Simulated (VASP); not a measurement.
VASP ran on this input.

### INCAR
```
SYSTEM = Na
PREC = Accurate
ENCUT = 400
EDIFF = 1E-6
NELM = 100
ALGO = Normal
LREAL = .FALSE.
LASPH = .TRUE.
ISMEAR = 1
SIGMA = 0.1
GGA = PE
LWAVE = .FALSE.
LCHARG = .FALSE.
ISIF = 2
```

**POSCAR**
```
Na
1
   -2.1726333492     2.1725704741     2.1725854929
    2.1725927346    -2.1725960415     2.1725980959
    2.1725904958     2.1726228159    -2.1726184856
Na
1
Direct
  0.0000000000   0.0000000000   0.0000000000
```

KPOINTS:
```
Automatic mesh
0
Gamma
9 9 9
0 0 0
```

POTCAR, in this order: Na_pv (PBE.64 set). Program: vasp_std.

**Question.** One choice in this input is risky. Which, and does it do harm here?

**Answer.** The risk: the lattice vectors carry noise near SYMPREC. Here it does no harm: the run (PBE GGA, plane waves, VASP's PBE PAW potentials (set 64)) converges to the same energy and pressure as with the safe setting.
OSZICAR:
```
       N       E                     dE             d eps       ncg     rms          rms(c)
DAV:   1     0.180076912485E+02    0.18008E+02   -0.35014E+03   511   0.669E+02
DAV:   2    -0.932423888742E+00   -0.18940E+02   -0.18940E+02   504   0.133E+02
DAV:   3    -0.130351747470E+01   -0.37109E+00   -0.37109E+00   651   0.259E+01
DAV:   4    -0.130640794309E+01   -0.28905E-02   -0.28905E-02   595   0.195E+00
DAV:   5    -0.130645591062E+01   -0.47968E-04   -0.47968E-04   651   0.224E-01    0.204E-01
DAV:   6    -0.130630333546E+01    0.15258E-03   -0.54396E-04   567   0.374E-01    0.139E-01
DAV:   7    -0.130625836027E+01    0.44975E-04   -0.11704E-03   553   0.455E-01    0.149E-02
DAV:   8    -0.130624871985E+01    0.96404E-05   -0.55444E-05   630   0.165E-01    0.317E-03
DAV:   9    -0.130624938357E+01   -0.66372E-06   -0.20841E-07   315   0.581E-03
   1 F= -.13062494E+01 E0= -.13061839E+01  d E =-.196348E-03
```

The compound is Na in the bcc structure. The cell was not relaxed at this level.
